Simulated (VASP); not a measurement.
```yaml
crystal:
  lattice:
    - [4.69531, 0.00000, 0.00000]
    - [0.00000, 4.69531, 0.00000]
    - [0.00000, 0.00000, 4.69531]
  atoms:
    - { symbol: Cs, position: [0.00000, 0.00000, 0.00000] }
    - { symbol: I, position: [0.50000, 0.50000, 0.50000] }
```

Level of theory: vdW-DF2, VASP's PBE PAW potentials (set 64) (plane waves; VASP 6.6.1). Settings: 520 eV cut-off, Gaussian smearing of 0.050 eV, potentials Cs_sv I.

Unless said otherwise, spin-orbit coupling is left out, though it shifts the bands of the heavy elements here.

Problem. Predict the band gap (along the path) with the smallest direct gap where there is one.

Solution. 
```json
{
  "band gap (along the path)": "3.41 eV",
  "smallest direct gap (along the path)": "3.51 eV"
}
```

The compound is CsI in the CsCl type structure. It was relaxed first, which changed the volume by +8 %.
